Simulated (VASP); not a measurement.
VASP input:

### INCAR
```
# general
SYSTEM =KI
PREC   =Accurate
ENCUT  =520
LREAL  =F
LASPH  =T   # aspherical one-centre terms

# electronic loop
EDIFF  =1E-7
NELM   =100   # most electronic steps
ALGO   =Normal   # blocked Davidson
LMAXMIX=4

# smearing
ISMEAR =0
SIGMA  =0.05

# functional
GGA    =RP

# ions
ISIF   =2   # forces and stress, cell fixed

# output
LWAVE  =F
LCHARG =F
```

### KPOINTS
```
Automatic mesh
0
gamma
6 6 6
```

**POSCAR**
```
KI
1
    0.0000000000     3.6373105862     3.6373105862
    3.6373105862     0.0000000000     3.6373105862
    3.6373105862     3.6373105862     0.0000000000
K I
1 1
Direct
  0.0000000000   0.0000000000   0.0000000000
  0.5000000000   0.5000000000   0.5000000000
```

POTCAR, in this order: K_sv I (PBE.64 set). Program: vasp_std.

Write an equivalent input for Ansatz.

One equivalent input (not run):
Ansatz 0.2 input:
```yaml
crystal:
  lattice:
    - [0.0000000, 3.6373106, 3.6373106]
    - [3.6373106, 0.0000000, 3.6373106]
    - [3.6373106, 3.6373106, 0.0000000]
  atoms:
    - { symbol: K, position: [0.0000000, 0.0000000, 0.0000000] }
    - { symbol: I, position: [0.5000000, 0.5000000, 0.5000000] }
kpoints:
  mp_grid: { grid: [6, 6, 6] }
hamiltonian:
  xc: rpbe
  pseudopotentials: { kind: paw }
scf:
  occupations: { method: gaussian, width: 0.05 }
  max_iter: 100
output: { forces: true, stress: true, eigenvalues: true }
```
The two are equivalent in intent, not identical: each code has its own PAW files, so the cut-off isn't converted (ENCUT is set for VASP's; basis.ecutwfc is left out, and Ansatz then takes the one that its files recommend); Ansatz stops its SCF on the density residual and VASP on the energy change (EDIFF).

The compound is KI in the rock salt structure. This cell is one point of a volume scan, at 0.94 of the reference volume.
